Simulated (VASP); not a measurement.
Energy against volume of CdF2 (fluorite). Level of theory: PW91 GGA, VASP's PBE PAW potentials (set 64) (plane waves; VASP).

```tsv
V (Å³/atom)	E (eV/atom)
12.870	-3.66140
13.280	-3.67575
13.691	-3.68113
14.102	-3.67889
14.513	-3.67030
```

Task: Fit a third-order Birch-Murnaghan equation of state.

Result: 
```
Quantity                                        Result
---------------------------------------  -------------
volume per atom                          13.77 Å³/atom
bulk modulus                                  958 kbar
pressure derivative of the bulk modulus           4.75
lattice constant a                             5.487 Å
```

The compound is CdF2 in the fluorite structure. It was relaxed first, which changed the volume by +5 %.
